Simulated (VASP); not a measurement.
All values below come from r2SCAN meta-GGA, VASP's PBE PAW potentials (set 64) (plane waves; VASP).

The input files of a VASP run:

**INCAR**
```
SYSTEM = C
PREC = Accurate
ENCUT = 520
EDIFF = 1E-7
NELM = 100
ALGO = Normal
LREAL = .FALSE.
LASPH = .TRUE.
ISMEAR = -5
METAGGA = R2SCAN
LMIXTAU = .TRUE.
LWAVE = .FALSE.
LCHARG = .FALSE.
LORBIT = 11
NEDOS = 601
ISIF = 2
```

### POSCAR
```
C
2.0669770
 -0.5773503853   0.5773503853   0.5773503853
  0.5773503853  -0.5773503853   0.5773503853
  0.5773503853   0.5773503853  -0.5773503853
C
1
direct
  1.0000000000   0.0000000000   0.0000000000
```

KPOINTS:
```
Automatic mesh
0
Gamma
24 24 24
0 0 0
```

File KPOINTS_OPT:
```
k-points along high-symmetry lines
10
Line-mode
Reciprocal
  0.000000   0.000000   0.000000 ! GAMMA
  0.500000  -0.500000   0.500000 ! H

  0.500000  -0.500000   0.500000 ! H
  0.000000   0.000000   0.500000 ! N

  0.000000   0.000000   0.500000 ! N
  0.000000   0.000000   0.000000 ! GAMMA

  0.000000   0.000000   0.000000 ! GAMMA
  0.250000   0.250000   0.250000 ! P

  0.250000   0.250000   0.250000 ! P
  0.500000  -0.500000   0.500000 ! H

  0.250000   0.250000   0.250000 ! P
  0.000000   0.000000   0.500000 ! N
```

POTCAR, in this order: C (PBE.64 set). Program: vasp_std.

Problem. Estimate the energy per atom (σ→0), band gap (over mesh and band path).

Solution. 
```yaml
energy per atom (σ→0): -5.339 eV/atom
band gap (over mesh and band path): none (metal, semimetal or under 0.01 eV)
```

File OSZICAR:
```
...
DAV:  11    -0.533884729898E+01   -0.25053E-04   -0.39820E-05  5166   0.106E-01    0.640E-03
DAV:  12    -0.533885388517E+01   -0.65862E-05   -0.15509E-06  5454   0.176E-02    0.736E-04
DAV:  13    -0.533885247789E+01    0.14073E-05   -0.19264E-07  5268   0.727E-03    0.499E-04
DAV:  14    -0.533885370670E+01   -0.12288E-05   -0.51682E-08  2838   0.309E-03    0.110E-04
DAV:  15    -0.533885336235E+01    0.34435E-06   -0.12889E-08  2526   0.121E-03    0.225E-05
DAV:  16    -0.533885340914E+01   -0.46789E-07   -0.88251E-11  2502   0.193E-04
   1 F= -.53388534E+01 E0= -.53388534E+01  d E =0.000000E+00
       N       E                     dE             ncg
```

The structure was generated: C was put into the bcc type (Im-3m), which need not be its known phase. It was relaxed first, which changed the volume by -7 %.
